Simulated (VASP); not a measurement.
Consider the following.

```yaml
crystal:
  lattice:
    - [0.00000, 2.93476, 2.93476]
    - [2.93476, 0.00000, 2.93476]
    - [2.93476, 2.93476, 0.00000]
  atoms:
    - { symbol: Sb, position: [0.00000, 0.00000, 0.00000] }
    - { symbol: Pd, position: [0.50000, 0.50000, 0.50000] }
```

The numbers are results of PBE GGA, VASP's PBE PAW potentials (set 64) (plane waves; VASP), not measurements. Settings: PREC = Single, 400 eV cut-off, 10×10×10 Γ-centred mesh, first-order Methfessel-Paxton smearing of 0.10 eV, potentials Sb Pd.

Unless said otherwise, spin-orbit coupling is left out, though it shifts the bands of the heavy elements here.

### Question
Predict the energy per atom (σ→0), pressure, band gap (on the k-mesh) with the smallest direct gap where there is one.

### Answer

```
Quantity                                                    Result
------------------------  ----------------------------------------
band gap (on the k-mesh)  none (metal, semimetal or under 0.01 eV)
energy per atom (σ→0)                               -4.758 eV/atom
pressure                                                -10.96 GPa
```

The absolute energy has meaning only against runs of the same code, potentials and settings.

The structure was generated: SbPd was put into the rocksalt type (Fm-3m), which need not be its known phase. The cell was not relaxed at this level. The run is one of a series of settings (PREC = Single against the base run), some of them coarse on purpose. The electron count is odd and the run is not spin-polarised, which forces a metal.
